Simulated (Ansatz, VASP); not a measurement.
MgAuC2N2 in VASP and in Ansatz

```
Mg C Au N
1.0
     3.38026    0.00000    0.00000
    -1.22058    3.21770    0.00000
    -0.78590   -1.62360    8.61885
Mg C Au N
1 2 1 2
Cartesian
  0.0000 0.0000 0.0000
  1.5943 2.2884 1.6544
  -0.2205 -0.6943 6.9644
  0.6869 0.7970 4.3094
  1.2602 1.7393 2.6320
  0.1136 -0.1452 5.9868
```

Alike in both runs: task single point; functional PBE; k mesh 6 × 6 × 2; occupations gaussian, width 0.1 eV; no spin polarisation.

|  | VASP | Ansatz |
| --- | --- | --- |
| version | VASP 6.6.1 | Ansatz 0.2.0 |
| potentials or method | VASP PAW PBE potentials, release 64 (Mg, C, Au, N) | scalar-relativistic, plane waves, PAW |
| plane-wave cutoff (eV) | 520 | 420 |
| valence electrons in the cell | 31 | 47 |

VASP gave:

* gap on the k mesh at the Fermi level (eV): none
* pressure (GPa): 4.5
* largest component of the traceless stress (GPa): 2.50
* rms of the force components (eV/Å): 0.767

**Question.** Which values does Ansatz return?

**Answer.** gap on the k mesh at the Fermi level (eV): none; pressure (GPa): 4.2; largest component of the traceless stress (GPa): 2.01; rms of the force components (eV/Å): 0.642.

Atom by atom the forces differ by 0.174 eV/Å (rms over components). A gap of «none» marks a metal or a gap that the smearing closes. The functional is the same, so the differences come from potentials, cutoffs and numerics. The two sets of potentials don't hold the same shells in valence.

Caveats: the k mesh is coarse (spacing up to 0.36 Å⁻¹), so the values aren't converged; the standard files for N, O and F lose accuracy on very short bonds; forces of over 1 eV/Å show positions far from the minimum, so gaps and moduli don't describe the material at rest. Spin-orbit coupling is left out, which matters for the levels of Au.
